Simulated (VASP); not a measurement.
All values below come from PBE GGA, VASP's PBE PAW potentials (set 64) (plane waves; VASP).

The input files of a VASP run:

### INCAR
```
SYSTEM = HfN
PREC = Accurate
ENCUT = 350
EDIFF = 1E-6
NELM = 100
ALGO = Normal
LREAL = .FALSE.
LASPH = .TRUE.
ISMEAR = 1
SIGMA = 0.1
GGA = PE
LMAXMIX = 6
LWAVE = .FALSE.
LCHARG = .FALSE.
ISIF = 2
```

File KPOINTS:
```
Automatic mesh
0
Gamma
12 12 12
0 0 0
```

### POSCAR
```
HfN
1
    0.0000000000     2.3052000000     2.3052000000
    2.3052000000     0.0000000000     2.3052000000
    2.3052000000     2.3052000000     0.0000000000
Hf N
1 1
Direct
  0.0000000000   0.0000000000   0.0000000000
  0.5000000000   0.5000000000   0.5000000000
```

POTCAR, in this order: Hf_pv N (PBE.64 set). Program: vasp_std.

Output

File OSZICAR:
```
       N       E                     dE             d eps       ncg     rms          rms(c)
DAV:   1     0.257221626334E+02    0.25722E+02   -0.65826E+03  1600   0.931E+02
DAV:   2    -0.229887703139E+02   -0.48711E+02   -0.45849E+02  2087   0.204E+02
DAV:   3    -0.246061832762E+02   -0.16174E+01   -0.16070E+01  2032   0.328E+01
DAV:   4    -0.246195628328E+02   -0.13380E-01   -0.13292E-01  1922   0.300E+00
DAV:   5    -0.246197451858E+02   -0.18235E-03   -0.18222E-03  2079   0.256E-01    0.437E+01
DAV:   6    -0.218200489123E+02    0.27997E+01   -0.15595E+01  1793   0.263E+01    0.378E+01
DAV:   7    -0.217268831610E+02    0.93166E-01   -0.65716E-01  1809   0.711E+00    0.247E+01
DAV:   8    -0.217092230706E+02    0.17660E-01   -0.15840E-01  1811   0.362E+00    0.520E+00
DAV:   9    -0.216988776716E+02    0.10345E-01   -0.59296E-02  1835   0.164E+00    0.131E+00
DAV:  10    -0.216984692385E+02    0.40843E-03   -0.28691E-03  1889   0.461E-01    0.890E-02
DAV:  11    -0.216984827240E+02   -0.13486E-04   -0.84959E-05  1936   0.986E-02    0.508E-02
DAV:  12    -0.216984797260E+02    0.29980E-05   -0.15200E-05  1926   0.331E-02    0.104E-02
DAV:  13    -0.216984795169E+02    0.20911E-06   -0.10624E-06   998   0.991E-03
   1 F= -.21698480E+02 E0= -.21698642E+02  d E =0.486045E-03
```

OUTCAR:
```
------------------------ aborting loop because EDIFF is reached ----------------------------------------
  FORCE on cell =-STRESS in cart. coord.  units (eV):
  Direction    XX          YY          ZZ          XY          YZ          ZX
  --------------------------------------------------------------------------------------
  Total       -3.1058914     -3.1058914     -3.1058914      0.0000000     -0.0000000      0.0000000
  in kB     -203.1145437   -203.1145437   -203.1145437      0.0000000     -0.0000000      0.0000000
  external PRESSURE =    -203.1145437 kB  Pullay stress =       0.0000000 kB
  volume of cell :       24.50
      direct lattice vectors                 reciprocal lattice vectors
     0.000000000  2.305200000  2.305200000    -0.216900920  0.216900920  0.216900920
     2.305200000  0.000000000  2.305200000     0.216900920 -0.216900920  0.216900920
     2.305200000  2.305200000  0.000000000     0.216900920  0.216900920 -0.216900920
 POSITION                                       TOTAL-FORCE (eV/Angst)
 -----------------------------------------------------------------------------------
      0.00000      0.00000      0.00000         0.000000      0.000000      0.000000
      2.30520      2.30520      2.30520        -0.000000     -0.000000     -0.000000
 -----------------------------------------------------------------------------------
    total drift:                                0.000000     -0.000000      0.000000
  FREE ENERGIE OF THE ION-ELECTRON SYSTEM (eV)
  ---------------------------------------------------
  free  energy   TOTEN  =       -21.6984795169 eV

  energy  without entropy=      -21.6989655620  energy(sigma->0) =      -21.69864153
```
(Selected blocks of OUTCAR.)

At this cut-off the stress carries a Pulay error, which pulls relaxed volumes low.

The compound is HfN in the rock salt structure. The cell was not relaxed at this level. The run is one of a series of settings (ENCUT = 350 against the base run), some of them coarse on purpose. The electron count is odd and the run is not spin-polarised, which forces a metal.
